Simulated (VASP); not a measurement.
Output of a VASP run:

### OUTCAR
```
 ion  position               nearest neighbor table
   1  0.000  0.000  0.000-   2 2.51   2 2.51   2 2.51   2 2.51
   2  0.250  0.250  0.250-   1 2.51   1 2.51   1 2.51   1 2.51
  LATTYP: Found a face centered cubic cell.
 ALAT       =     5.7959462510
 Subroutine PRICEL returns:
 Original cell was already a primitive cell.
 Subroutine GETGRP returns: Found 48 space group operations
The static configuration has the point symmetry T_d .
 The point group associated with its full space group is O_h .
The dynamic configuration has the point symmetry T_d .
 Subroutine INISYM returns: Found 48 space group operations
 Subroutine IBZKPT returns following result:
 Found     47 irreducible k-points:

 Following reciprocal coordinates:
            Coordinates               Weight
  0.000000  0.000000  0.000000      1.000000
  0.100000  0.000000  0.000000      8.000000
  0.200000  0.000000  0.000000      8.000000
  0.300000  0.000000  0.000000      8.000000
  0.400000  0.000000  0.000000      8.000000
  0.500000  0.000000  0.000000      4.000000
  0.100000  0.100000  0.000000      6.000000
  0.200000  0.100000  0.000000     24.000000
  0.300000  0.100000  0.000000     24.000000
  0.400000  0.100000  0.000000     24.000000
  0.500000  0.100000  0.000000     24.000000
 -0.400000  0.100000  0.000000     24.000000
 -0.300000  0.100000  0.000000     24.000000
 -0.200000  0.100000  0.000000     24.000000
 -0.100000  0.100000  0.000000     12.000000
  0.200000  0.200000  0.000000      6.000000
  0.300000  0.200000  0.000000     24.000000
  0.400000  0.200000  0.000000     24.000000
  0.500000  0.200000  0.000000     24.000000
 -0.400000  0.200000  0.000000     24.000000
 -0.300000  0.200000  0.000000     24.000000
 -0.200000  0.200000  0.000000     12.000000
  0.300000  0.300000  0.000000      6.000000
  0.400000  0.300000  0.000000     24.000000
  0.500000  0.300000  0.000000     24.000000
 -0.400000  0.300000  0.000000     24.000000
 -0.300000  0.300000  0.000000     12.000000
  0.400000  0.400000  0.000000      6.000000
  0.500000  0.400000  0.000000     24.000000
 -0.400000  0.400000  0.000000     12.000000
  0.500000  0.500000  0.000000      3.000000
  0.300000  0.200000  0.100000     24.000000
  0.400000  0.200000  0.100000     48.000000
  0.500000  0.200000  0.100000     48.000000
 -0.400000  0.200000  0.100000     24.000000
  0.400000  0.300000  0.100000     24.000000
  0.500000  0.300000  0.100000     48.000000
 -0.400000  0.300000  0.100000     48.000000
 -0.300000  0.300000  0.100000     48.000000
 -0.200000  0.300000  0.100000     24.000000
   k-points           NKPTS =     47   k-points in BZ     NKDIM =     47   number of bands    NBANDS=     18
   number of dos      NEDOS =    301   number of ions     NIONS =      2
   total plane-waves  NPLWV =  27000
   dimension x,y,z NGX =    30 NGY =   30 NGZ =   30
   dimension x,y,z NGXF=    60 NGYF=   60 NGZF=   60
   ions per type =               2
   PREC   = accura    normal or accurate (medium, high low for compatibility)
   ISTART =      0    job   : 0-new  1-cont  2-samecut
   ICHARG =      2    charge: 1-file 2-atom 10-const
   ISPIN  =      1    spin polarized calculation?
   LNONCOLLINEAR =      F non collinear calculations
   LSORBIT =      F    spin-orbit coupling
   INIWAV =      1    electr: 0-lowe 1-rand  2-diag
   ENCUT  =  520.0 eV  38.22 Ry    6.18 a.u.   7.62  7.62  7.62*2*pi/ulx,y,z
   NELM   =    100;   NELMIN=  2; NELMDL= -5     # of ELM steps
   EDIFF  = 0.1E-05   stopping-criterion for ELM
   LREAL  =      F    real-space projection
   NLSPLINE    = F    spline interpolate recip. space projectors
   LMAXMIX     =    4 max onsite mixed and CHGCAR
   VOSKOWN=      0    Vosko Wilk Nusair interpolation
   EDIFFG = -.1E-01   stopping-criterion for IOM
   NSW    =     60    number of steps for IOM
   NBLOCK =      1;   KBLOCK =     60    inner block; outer block
...
```

OSZICAR:
```
       N       E                     dE             d eps       ncg     rms          rms(c)
DAV:   1     0.162718000668E+03    0.16272E+03   -0.15543E+04  1746   0.414E+03
DAV:   2     0.123276563745E+02   -0.15039E+03   -0.14785E+03  1694   0.532E+02
DAV:   3    -0.787861670971E+01   -0.20206E+02   -0.20018E+02  1874   0.147E+02
DAV:   4    -0.849938368913E+01   -0.62077E+00   -0.61988E+00  1926   0.295E+01
DAV:   5    -0.851009661928E+01   -0.10713E-01   -0.10711E-01  1938   0.402E+00    0.304E+00
DAV:   6    -0.847905738553E+01    0.31039E-01   -0.17973E-02  1916   0.180E+00    0.183E+00
DAV:   7    -0.846255705497E+01    0.16500E-01   -0.44613E-02  1766   0.243E+00    0.176E-01
DAV:   8    -0.846515747979E+01   -0.26004E-02   -0.81432E-03  1954   0.142E+00    0.491E-02
DAV:   9    -0.846521214420E+01   -0.54664E-04   -0.45736E-04  2166   0.430E-01    0.248E-02
DAV:  10    -0.846532971987E+01   -0.11758E-03   -0.25865E-04  1768   0.149E-01    0.648E-03
DAV:  11    -0.846533406955E+01   -0.43497E-05   -0.23472E-05  2144   0.908E-02    0.328E-03
DAV:  12    -0.846533490972E+01   -0.84017E-06   -0.24308E-06  1370   0.163E-02
   1 F= -.84653349E+01 E0= -.84653445E+01  d E =-.846533E+01
```

OUTCAR:
```
------------------------ aborting loop because EDIFF is reached ----------------------------------------
  FORCE on cell =-STRESS in cart. coord.  units (eV):
  Direction    XX          YY          ZZ          XY          YZ          ZX
  --------------------------------------------------------------------------------------
  Total        0.0176016      0.0176016      0.0176016     -0.0000000     -0.0000000     -0.0000000
  in kB        0.5793612      0.5793612      0.5793612     -0.0000000     -0.0000000     -0.0000000
  external PRESSURE =       0.5793612 kB  Pullay stress =       0.0000000 kB
  volume of cell :       48.68
      direct lattice vectors                 reciprocal lattice vectors
     0.000000000  2.897973126  2.897973126    -0.172534381  0.172534381  0.172534381
     2.897973126  0.000000000  2.897973126     0.172534381 -0.172534381  0.172534381
     2.897973126  2.897973126  0.000000000     0.172534381  0.172534381 -0.172534381
 POSITION                                       TOTAL-FORCE (eV/Angst)
 -----------------------------------------------------------------------------------
      0.00000      0.00000      0.00000        -0.000000     -0.000000     -0.000000
      1.44899      1.44899      1.44899         0.000000      0.000000      0.000000
 -----------------------------------------------------------------------------------
    total drift:                                0.000000     -0.000000      0.000000
  FREE ENERGIE OF THE ION-ELECTRON SYSTEM (eV)
  ---------------------------------------------------
  free  energy   TOTEN  =        -8.4653349097 eV

  energy  without entropy=       -8.4653638024  energy(sigma->0) =       -8.46534454

 reached required accuracy - stopping structural energy minimisation
```
(Selected blocks of OUTCAR.)

### POSCAR
```
Ge
1
   -0.0000000000     2.8979731255     2.8979731255
    2.8979731255     0.0000000000     2.8979731255
    2.8979731255     2.8979731255    -0.0000000000
Ge
2
Direct
  0.0000000000   0.0000000000   0.0000000000
  0.2500000000   0.2500000000   0.2500000000
```

### Question
Write an INCAR and KPOINTS that could have produced this output.

### Answer
This is not unique; one that fits is the input of the run itself, revPBE GGA, plane waves, VASP's PBE PAW potentials (set 64).

### KPOINTS
```
Regular mesh
0
Gamma
  10 10 10
```

### INCAR
```
EDIFFG = -0.01   # ionic stop
LMAXMIX = 4   # l cut-off of mixed one-centre charges
NELM = 100   # most electronic steps
LWAVE = F
IBRION = 2
ISMEAR = 1
ISIF = 3   # ions, shape and volume
LASPH = T
LREAL = F   # projection in real space or not
EDIFF = 1E-6
LCHARG = F
ENCUT = 520   # plane-wave cut-off (eV)
PREC = Accurate
SYSTEM = Ge
SIGMA = 0.1
GGA = RE   # revPBE
NSW = 60   # most ionic steps
ALGO = Normal   # blocked Davidson
```

POTCAR, in this order: Ge_d (PBE.64 set). Program: vasp_std.

The compound is Ge in the diamond structure. It was relaxed first, which changed the volume by +7 %. The start is the result of an earlier pass.
